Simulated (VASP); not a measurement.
VASP input:

### KPOINTS
```
Automatic
0
G
11 11 4
0 0 0
```

### INCAR
```
SYSTEM=Al2Au2
PREC=Accurate; ENCUT=400; LREAL=.False.
LASPH=.True.
EDIFF=1E-6; NELM=100; ALGO=Normal
LMAXMIX=6
ISMEAR=1; SIGMA=0.1
GGA=PS
IBRION=2; NSW=60; ISIF=3
EDIFFG=-0.02
LWAVE=.False.; LCHARG=.False.
```

**POSCAR**
```
Al2Au2
1
   -0.0000000000     2.1520403650     2.1520403650
    2.1520403650    -0.0000000000     2.1520403650
    7.6755054981     7.6755054981     0.9326559618
Au Al
2 2
Direct
  0.0194988990   0.0194988990   0.9853758257
  0.9805011010   0.9805011010   0.2646241743
  0.0060205032   0.0060205032   0.4954846226
  0.9939794968   0.9939794968   0.7545153774
```

POTCAR, in this order: Au Al (PBE.64 set). Program: vasp_std.

Write an equivalent input for Quantum ESPRESSO's pw.x.

One equivalent input (not run):
```
&CONTROL
  calculation = 'vc-relax'
  pseudo_dir = './pseudo'
  outdir = './out'
  tprnfor = .true.
  tstress = .true.
  nstep = 60
  forc_conv_thr = 0.00078
/
&SYSTEM
  ibrav = 0
  nat = 4
  ntyp = 2
  ecutwfc = 76
  occupations = 'smearing'
  smearing = 'methfessel-paxton'
  degauss = 0.00735
  input_dft = 'pbesol'
/
&ELECTRONS
  conv_thr = 7.3e-08
  electron_maxstep = 100
/
&IONS
/
&CELL
/
ATOMIC_SPECIES
  Au 196.967 Au.upf
  Al 26.982 Al.upf
CELL_PARAMETERS angstrom
    -0.0000000    2.1520404    2.1520404
     2.1520404   -0.0000000    2.1520404
     7.6755055    7.6755055    0.9326560
ATOMIC_POSITIONS crystal
  Au   0.0194989  0.0194989  0.9853758
  Au   0.9805011  0.9805011  0.2646242
  Al   0.0060205  0.0060205  0.4954846
  Al   0.9939795  0.9939795  0.7545154
K_POINTS automatic
  11 11 4 0 0 0
```
Limits of the translation: the potentials are each code's own (VASP's PAW set, PseudoDojo norm-conserving files in pw.x), so ENCUT and ecutwfc are chosen apart and not converted; conv_thr bounds pw.x's estimated SCF error, while EDIFF bounds the energy change between steps; forc_conv_thr acts on force components and is met together with etot_conv_thr.

The structure was generated: Al2Au2 was put into an ordered model structure (R-3m), which need not be its known phase. This run relaxes it. Symmetry was kept, so distortions that lower it aren't found. The start is the result of an earlier pass.
